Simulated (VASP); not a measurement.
A convergence study with VASP on BeSe (zinc blende): one setting is varied, all else stays as given below, so the limit is that of these other settings. Each run relaxes cell and ions; the cell shown is the tightest run's result. The basis is that of the starting cell, so low cut-offs carry a Pulay error.

```yaml
crystal:
  lattice:
    - [0.00000, 2.59084, 2.59084]
    - [2.59084, 0.00000, 2.59084]
    - [2.59084, 2.59084, 0.00000]
  atoms:
    - { symbol: Be, position: [0.00000, 0.00000, 0.00000] }
    - { symbol: Se, position: [0.25000, 0.25000, 0.25000] }
```

The numbers are results of PBE GGA, VASP's PBE PAW potentials (set 64) (plane waves; VASP 6.6.1), not measurements. The tightest run used: 700 eV cut-off, 8×8×8 Γ-centred mesh, Gaussian smearing of 0.050 eV, potentials Be Se.

The reference is ENCUT = 700, which took about 60 core-seconds. Costs are core time on shared hosts, one run each; read them as rough ratios.

Q: Of the settings ENCUT = 150; ENCUT = 200; ENCUT = 250; ENCUT = 300; ENCUT = 350; ENCUT = 400; ENCUT = 450; ENCUT = 500; ENCUT = 550; ENCUT = 600; ENCUT = 650; ENCUT = 700, which is the lowest that keeps the difference from the reference in relaxed volume (Å³/atom) within 0.02 from there on, and what does it cost?

A: ENCUT = 300; its cost over the reference is about 1/2.
| setting | difference in relaxed volume (Å³/atom) | cost over the reference |
|---|---|---|
| ENCUT = 150 | 0.929 | about 1/4 |
| ENCUT = 200 | 0.304 | about 1/3 |
| ENCUT = 250 | 0.042 | about 1/4 |
| ENCUT = 300 | 0.003 | about 1/2 |
| ENCUT = 350 | 0.000 | within a factor of 2 |
| ENCUT = 400 | 0.005 | about 1/2 |
| ENCUT = 450 | 0.003 | within a factor of 2 |
| ENCUT = 500 | 0.001 | within a factor of 2 |
| ENCUT = 550 | 0.002 | within a factor of 2 |
| ENCUT = 600 | 0.002 | within a factor of 2 |
| ENCUT = 650 | 0.001 | within a factor of 2 |
| ENCUT = 700 | 0.000 | reference |

Left out are rungs that failed or repeat a setting and relaxations that didn't move; long series are thinned to 24 rows.

The compound is BeSe in the zinc blende structure.
